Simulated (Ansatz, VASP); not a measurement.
# Cross-check of SbAs between VASP and Ansatz, part 2 of 2

One calculation is typed for both programs; each brings its own data sets. How far apart do they land? The cell is taken from a series of runs on this material, whose earlier steps may have relaxed, scaled, displaced or heated it; both programs get it as it stands.

VASP 6.6.1 and Ansatz 0.2.0.

So far: Starting point; Ansatz: zone-centre phonons, PBEsol.

## (3) VASP: zone-centre phonons, PBEsol

Level of this step: PBEsol; plane waves and PAW (Sb, As) (VASP).

The same cell, functional, mesh and smearing now go to VASP, with its own data sets.

Lines of VASP's logs that name or quote its potential files are left out, and so is its time.

Contents of INCAR:

```
SYSTEM = SbAs
PREC = Accurate
ENCUT = 500
EDIFF = 1E-08
NELM = 120
ISMEAR = 1
SIGMA = 0.2
LREAL = .FALSE.
ALGO = Normal
GGA = PS
NBANDS = 11
LORBIT = 11
LWAVE = .FALSE.
LCHARG = .FALSE.
ISIF = 2
IBRION = 8
LASPH = .TRUE.
GGA_COMPAT = .FALSE.
KPAR = 2
```

Contents of POSCAR:

```
SbAs
1.0
    2.0327502081      1.1736088798      3.6296670000
   -2.0327502081      1.1736088798      3.6296670000
    0.0000000000     -2.3472177597      3.6296670000
Sb As
1 1
Direct
    0.2314253803      0.2314253803      0.2314253803
    0.7685726197      0.7685726197      0.7685726197
```

Contents of KPOINTS:

```
Automatic mesh
0
Gamma
15 15 15
0 0 0
```

The projector-augmented-wave data sets are Sb and As (PBE family, release 64).

Command:

```bash
$ mpirun -np 2 vasp_std
```

Numbers of over 12 decimals in the logs are rounded to 6 here.

What it wrote:

```text
[banner, memory and clock lines left out]
running    2 mpi-ranks, on    1 nodes
 distrk:  each k-point on    1 cores,    2 groups
 distr:  one band on    1 cores,    1 groups

 POSCAR found type information on POSCAR SbAs
 POSCAR found :  2 types and       2 ions
|                                                                             |
|               ----> ADVICE to this user running VASP <----                  |
|                                                                             |
|     You enforced a specific xc type in the INCAR file but a different       |
|     [... a line on the potential file left out ...]
|     I HOPE YOU KNOW WHAT YOU ARE DOING!                                     |
|                                                                             |

 LDA part: xc-table for (Slater+PW92), standard interpolation
 POSCAR, INCAR and KPOINTS ok, starting setup
 FFT: planning ... GRIDC
 FFT: planning ... GRID_SOFT
 FFT: planning ... GRID
 WAVECAR not read
 entering main loop
       N       E                     dE             d eps       ncg     rms          rms(c)
DAV:   1     0.331246058959E+02    0.33125E+02   -0.38084E+03  7568   0.713E+02
DAV:   2    -0.777484402674E+01   -0.40899E+02   -0.39599E+02 10437   0.114E+02
DAV:   3    -0.973533425177E+01   -0.19605E+01   -0.19486E+01  9193   0.280E+01
DAV:   4    -0.975078487680E+01   -0.15451E-01   -0.15449E-01  8614   0.291E+00
DAV:   5    -0.975092059724E+01   -0.13572E-03   -0.13572E-03  8890   0.301E-01    0.303E+00
DAV:   6    -0.968493383078E+01    0.65987E-01   -0.23426E-01  7994   0.165E+00    0.185E+00
DAV:   7    -0.967893845185E+01    0.59954E-02   -0.27940E-02  8954   0.852E-01    0.660E-01
DAV:   8    -0.967738674714E+01    0.15517E-02   -0.34927E-03  8138   0.288E-01    0.796E-02
DAV:   9    -0.967736784464E+01    0.18903E-04   -0.53940E-04  8351   0.124E-01    0.438E-02
DAV:  10    -0.967736977477E+01   -0.19301E-05   -0.27241E-05  8963   0.335E-02    0.204E-02
DAV:  11    -0.967736983626E+01   -0.61486E-07   -0.14528E-05  8285   0.158E-02    0.372E-03
DAV:  12    -0.967736963586E+01    0.20040E-06   -0.11537E-06  8543   0.644E-03    0.263E-03
DAV:  13    -0.967736964478E+01   -0.89282E-08   -0.56300E-08  8831   0.141E-03
   1 F= -.96773696E+01 E0= -.96777512E+01  d E =0.114453E-02
 Linear response reoptimize wavefunctions to high precision
DAV:   1    -0.967736967590E+01   -0.31112E-07   -0.33705E-08  8081   0.726E-04
DAV:   2    -0.967736967609E+01   -0.19560E-09   -0.17550E-09  6898   0.277E-04
DAV:   3    -0.967736967610E+01   -0.67075E-11   -0.36708E-11  4177   0.465E-05
 Linear response DOF=           4
 Linear response progress:
  Degree of freedom:   1/  4
       N       E                     dE             d eps       ncg     rms          rms(c)
RMM:   1    -0.237816239227E-01   -0.23782E-01    0.72764E-03 76633   0.119E+00
RMM:   2    -0.228529829148E-01    0.92864E-03   -0.15282E-03 58524   0.245E-01    0.496E-02
RMM:   3    -0.227672977648E-01    0.85685E-04   -0.35389E-05 62586   0.353E-02    0.294E-02
RMM:   4    -0.226920911457E-01    0.75207E-04   -0.20165E-05 62249   0.198E-02    0.230E-03
RMM:   5    -0.226981345279E-01   -0.60434E-05   -0.20161E-06 63874   0.314E-03    0.741E-04
RMM:   6    -0.227000181472E-01   -0.18836E-05   -0.11685E-07 63067   0.746E-04    0.256E-04
RMM:   7    -0.226993456696E-01    0.67248E-06    0.18739E-07 64784   0.231E-04    0.416E-05
RMM:   8    -0.226992519726E-01    0.93697E-07    0.27337E-08 66175   0.406E-05    0.139E-05
RMM:   9    -0.226991708304E-01    0.81142E-07    0.94358E-10 65561   0.149E-05    0.261E-06
RMM:  10    -0.226991663958E-01    0.44346E-08   -0.32218E-09 61229   0.334E-06    0.727E-07
 first order change of Fermi-energy   0.46896E-04
 force on displaced ion       1 direction 1 :  -3.036  -0.007  -0.001
 Linear response progress:
  Degree of freedom:   2/  4
       N       E                     dE             d eps       ncg     rms          rms(c)
RMM:   1    -0.256469572881E-01   -0.25647E-01    0.13529E-03 15040   0.121E+00
RMM:   2    -0.239236428124E-01    0.17233E-02   -0.13935E-03 11862   0.240E-01    0.538E-02
RMM:   3    -0.237007334547E-01    0.22291E-03   -0.52756E-05 12690   0.427E-02    0.329E-02
RMM:   4    -0.235132509883E-01    0.18748E-03   -0.40404E-05 12270   0.299E-02    0.967E-03
RMM:   5    -0.235055876247E-01    0.76634E-05   -0.81289E-07 12817   0.544E-03    0.401E-03
RMM:   6    -0.235051975799E-01    0.39004E-06   -0.91687E-08 12924   0.152E-03    0.664E-04
RMM:   7    -0.235047975183E-01    0.40006E-06    0.51953E-09 13049   0.417E-04    0.294E-04
RMM:   8    -0.235046809172E-01    0.11660E-06    0.37928E-09 13198   0.112E-04    0.393E-05
RMM:   9    -0.235046241153E-01    0.56802E-07    0.41148E-10 13356   0.266E-05    0.655E-06
RMM:  10    -0.235046090518E-01    0.15064E-07    0.55150E-10 13553   0.751E-06    0.730E-06
RMM:  11    -0.235046112636E-01   -0.22118E-08    0.60328E-11 11659   0.300E-06    0.154E-06
 first order change of Fermi-energy  -0.52103E+00
 force on displaced ion       1 direction 3 :   0.000   0.000  -5.680
 Linear response progress:
  Degree of freedom:   3/  4
       N       E                     dE             d eps       ncg     rms          rms(c)
RMM:   1    -0.423147581586E-01   -0.42315E-01    0.63248E-02 87878   0.113E+00
RMM:   2    -0.422718563625E-01    0.42902E-04   -0.12814E-03 58703   0.220E-01    0.588E-02
RMM:   3    -0.423226958835E-01   -0.50840E-04   -0.16336E-05 63169   0.323E-02    0.338E-02
RMM:   4    -0.424599783784E-01   -0.13728E-03   -0.66235E-06 63269   0.237E-02    0.284E-03
RMM:   5    -0.424636616589E-01   -0.36833E-05    0.54509E-07 64933   0.350E-03    0.104E-03
RMM:   6    -0.424594978969E-01    0.41638E-05   -0.70415E-08 65519   0.623E-04    0.275E-04
RMM:   7    -0.424590069517E-01    0.49095E-06   -0.37382E-08 65856   0.182E-04    0.321E-05
RMM:   8    -0.424590989587E-01   -0.92007E-07   -0.12281E-08 67560   0.419E-05    0.101E-05
RMM:   9    -0.424590503415E-01    0.48617E-07    0.86160E-09 66454   0.119E-05    0.843E-07
RMM:  10    -0.424590563392E-01   -0.59977E-08   -0.13798E-09 60090   0.226E-06    0.485E-07
 first order change of Fermi-energy  -0.77763E-04
 force on displaced ion       2 direction 1 :  -3.034  -0.007  -0.002
 Linear response progress:
  Degree of freedom:   4/  4
       N       E                     dE             d eps       ncg     rms          rms(c)
RMM:   1    -0.437809031653E-01   -0.43781E-01    0.58766E-02 16937   0.113E+00
RMM:   2    -0.429750569693E-01    0.80585E-03   -0.14162E-03 11755   0.224E-01    0.579E-02
RMM:   3    -0.428949619498E-01    0.80095E-04   -0.39512E-05 12893   0.372E-02    0.341E-02
RMM:   4    -0.428847687714E-01    0.10193E-04   -0.28249E-05 12841   0.285E-02    0.817E-03
RMM:   5    -0.429055405547E-01   -0.20772E-04   -0.46997E-07 13129   0.489E-03    0.243E-03
RMM:   6    -0.429085531761E-01   -0.30126E-05   -0.45068E-08 13141   0.121E-03    0.483E-04
RMM:   7    -0.429070792522E-01    0.14739E-05   -0.33834E-09 13452   0.270E-04    0.104E-04
RMM:   8    -0.429067150862E-01    0.36417E-06   -0.26680E-10 13537   0.735E-05    0.343E-05
RMM:   9    -0.429067290224E-01   -0.13936E-07    0.16922E-09 13505   0.295E-05    0.659E-06
RMM:  10    -0.429066993560E-01    0.29666E-07    0.24580E-09 13818   0.672E-06    0.237E-06
RMM:  11    -0.429066999221E-01   -0.56612E-09    0.33659E-12 11727   0.247E-06    0.674E-07
 first order change of Fermi-energy   0.52152E+00
 force on displaced ion       2 direction 3 :   0.000   0.000  -5.676
 Linear response finished
```

Parts of OUTCAR (step 3):

```text
ion  position               nearest neighbor table
   1  0.231  0.231  0.231-   2 2.74   2 2.74   2 2.74   2 3.23   2 3.23   2 3.23
   2  0.769  0.769  0.769-   1 2.74   1 2.74   1 2.74   1 3.23   1 3.23   1 3.23

  LATTYP: Found a trigonal (rhomboedric) cell.
 ALAT       =     4.3224892993
 COS(alpha) =     0.5576865248

 Subroutine GETGRP returns: Found  6 space group operations
 (whereof  6 operations were pure point group operations)

The static configuration has the point symmetry C_3v.

 Found    344 irreducible k-points:

   k-points           NKPTS =    344   k-points in BZ     NKDIM =    344   number of bands    NBANDS=     11

   dimension x,y,z NGX =    32 NGY =   32 NGZ =   32
   dimension x,y,z NGXF=    64 NGYF=   64 NGZF=   64

   ENCUT  =  500.0 eV  36.75 Ry    6.06 a.u.   7.88  7.88  7.88*2*pi/ulx,y,z

   NELECT =      10.0000    total number of electrons

 k-points in reciprocal lattice and weights: Automatic mesh
   0.00000000  0.00000000  0.00000000       0.000
   0.06666667 -0.00000000  0.00000000       0.002
   0.13333333  0.00000000  0.00000000       0.002
   0.20000000 -0.00000000  0.00000000       0.002
   0.26666667  0.00000000  0.00000000       0.002
   0.33333333 -0.00000000  0.00000000       0.002
   0.40000000 -0.00000000  0.00000000       0.002
   0.46666667  0.00000000  0.00000000       0.002
   0.06666667  0.06666667  0.00000000       0.002
[...]
0.46666667  0.46666667  0.46666667       0.001
  -0.46666667  0.46666667  0.46666667       0.002

 average (electrostatic) potential at core
       1 -86.6683       2 -48.5645

  Total       -0.3210267     -0.3210267     -0.5248724     -0.0000000      0.0000000      0.0000000
  in kB       -9.8997968     -9.8997968    -16.1859771     -0.0000000      0.0000000      0.0000000
  external PRESSURE =     -11.9951903 kB  Pullay stress =       0.0000000 kB

  energy-cutoff  :      500.00
  volume of cell :       51.95
      direct lattice vectors                 reciprocal lattice vectors
     2.032750208  1.173608880  3.629667000     0.245972180  0.142012104  0.091835789
    -2.032750208  1.173608880  3.629667000    -0.245972180  0.142012104  0.091835789
     0.000000000 -2.347217760  3.629667000     0.000000000 -0.284024209  0.091835789

 POSITION                                       TOTAL-FORCE (eV/Angst)
 -----------------------------------------------------------------------------------
      0.00000     -0.00000      2.51999         0.000000     -0.000000      0.051355
      0.00000     -0.00000      8.36899         0.000000      0.000000     -0.051355
 -----------------------------------------------------------------------------------
    total drift:                               -0.000000      0.000000     -0.000058

 Eigenvectors and eigenvalues of the dynamical matrix
 ----------------------------------------------------

   1 f  =    5.469612 THz    34.366588 2PiTHz  182.446628 cm-1    22.620489 meV
             X         Y         Z           dx          dy          dz
      0.000000 -0.000000  2.519991     0.000000    0.000000   -0.617355
      0.000000 -0.000000  8.368988    -0.000000   -0.000000    0.786684

   2 f  =    3.996121 THz    25.108368 2PiTHz  133.296247 cm-1    16.526621 meV
             X         Y         Z           dx          dy          dz
      0.000000 -0.000000  2.519991     0.617317   -0.000000    0.000000
      0.000000 -0.000000  8.368988    -0.786715   -0.000000    0.000000

   3 f  =    3.996121 THz    25.108368 2PiTHz  133.296247 cm-1    16.526621 meV
             X         Y         Z           dx          dy          dz
      0.000000 -0.000000  2.519991     0.000000    0.617317    0.000000
      0.000000 -0.000000  8.368988    -0.000000   -0.786715   -0.000000

   4 f/i=    0.000540 THz     0.003392 2PiTHz    0.018009 cm-1     0.002233 meV
             X         Y         Z           dx          dy          dz
      0.000000 -0.000000  2.519991    -0.203087   -0.760050   -0.000000
      0.000000 -0.000000  8.368988    -0.159358   -0.596394   -0.000000

   5 f/i=    0.000540 THz     0.003392 2PiTHz    0.018009 cm-1     0.002233 meV
             X         Y         Z           dx          dy          dz
      0.000000 -0.000000  2.519991     0.760050   -0.203087   -0.000000
      0.000000 -0.000000  8.368988     0.596394   -0.159358   -0.000000

   6 f/i=    0.001007 THz     0.006325 2PiTHz    0.033580 cm-1     0.004163 meV
             X         Y         Z           dx          dy          dz
      0.000000 -0.000000  2.519991     0.000000   -0.000000    0.786684
      0.000000 -0.000000  8.368988     0.000000   -0.000000    0.617355

 ELASTIC MODULI CONTR FROM IONIC RELAXATION (kBar)
 Direction    XX          YY          ZZ          XY          YZ          ZX
 --------------------------------------------------------------------------------
 XX        -163.1639    -76.3298   -200.2190     -0.0000    114.2142      0.0000
 YY         -76.3298   -163.1639   -200.2190      0.0000   -114.2142     -0.0000
 ZZ        -200.2190   -200.2190   -334.7702      0.0000      0.0000     -0.0000
 XY          -0.0000      0.0000      0.0000    -43.4170      0.0000    111.1452
 YZ         114.2142   -114.2142      0.0000      0.0000   -300.4553     -0.0000
 ZX           0.0000     -0.0000     -0.0000    111.1452     -0.0000   -284.5256
 --------------------------------------------------------------------------------
```

## (4) Differences

Known differences besides the potentials themselves: the data sets hold 30 valence electrons in Ansatz (on its default PAW (the set named soft_2) files) and 10 in VASP; the cutoff is 420 eV in Ansatz and 500 eV in VASP; Ansatz makes its cores anew for this functional, VASP keeps those of its PBE data sets. Total energies have different zeros and are not compared.

The two programs side by side:

| quantity | Ansatz | VASP | difference |
| --- | --- | --- | --- |
| optical mode 1 to 2 (cm⁻¹) | 130.7 | 133.3 | -1.94 % |
| optical mode 3 (cm⁻¹) | 180.2 | 182.4 | -1.22 % |

Modes are paired by rising frequency, not by their patterns, so a pair may set unlike modes beside each other; they are those without the splitting of longitudinal modes.

## (5) Summary of results

```yaml
r_m_s_difference_of_the_optical_zone_centre_modes_each_program_s_sorted_by_frequency_zone_centre_phonons_pbesol: 2.5 cm⁻¹
difference_in_optical_mode_1_to_2_zone_centre_phonons_pbesol: -1.9 %
```

The r.m.s. difference of the optical zone-centre modes, each program's sorted by frequency is 2.5 cm⁻¹ (zone-centre phonons, PBEsol). The data sets hold unlike numbers of valence electrons (30 in Ansatz and 10 in VASP), so part of the differences comes from the potentials. Among the rows given in per cent, the largest difference of the zone-centre phonons, PBEsol pair is in optical mode 1 to 2, -1.9 %. How closely two codes agree says nothing of how well the functional describes the real material.

[Lines on the potential files, build, host, timing and source positions are cut from VASP's logs without a mark.]

[Logs are printed without paths, hosts, clocks, repeated set-up lines and the standing remarks that a program may print on its own settings, such as how far it seeks lower states.]

[Hosts, paths, dates, database ids (printed as entryN), source tags and the programs' standing remarks are cut or masked in the printed files.]
